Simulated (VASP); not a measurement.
Here is the system:

```xyz
4
Lattice="3.5500 0.0000 0.0000 0.0000 3.5500 0.0000 0.0000 0.0000 3.5500" Properties=species:S:1:pos:R:3 pbc="T T T"
Fe     0.0000     0.0000     0.0000
Ni     0.0000     1.7750     1.7750
Ni     1.7750     0.0000     1.7750
Ni     1.7750     1.7750     0.0000
```
Starting moments (μB, in the order of the record's atoms Fe Ni Ni Ni): 3.0 0.7 0.7 0.7.

Level of theory: PBE GGA + U (Dudarev), VASP's PBE PAW potentials (set 64) (plane waves; VASP). Numerical set-up: 400 eV cut-off, 8×8×8 Γ-centred mesh, first-order Methfessel-Paxton smearing of 0.10 eV, potentials Fe Ni, U − J: Fe 2.00 eV, Ni 2.00 eV.

Problem. What does the run give for the cell moment, energy per atom (σ→0), pressure, band gap (on the k-mesh) with the smallest direct gap where there is one?

Solution. 
```
Property                                                     Value
------------------------  ----------------------------------------
band gap (on the k-mesh)  none (metal, semimetal or under 0.01 eV)
cell moment                                                5.10 μB
energy per atom (σ→0)                               -4.939 eV/atom
pressure                                                -28.1 kbar
```

Problem. Give the moment on each site (PAW-sphere projection).

Solution. 
```json
[
 {"site": "Fe1", "moment (μB)": "3.24"},
 {"site": "Ni2", "moment (μB)": "0.65"},
 {"site": "Ni3", "moment (μB)": "0.65"},
 {"site": "Ni4", "moment (μB)": "0.65"}
]
```

The compound is Ni3Fe in the L1_2 structure. The cell was not relaxed at this level. The run is one of a series of settings (LDAU = .TRUE., LDAUJ = 0 0, LDAUL = 2 2, LDAUTYPE = 2, LDAUU = 2.0 2.0 against the base run), some of them coarse on purpose.
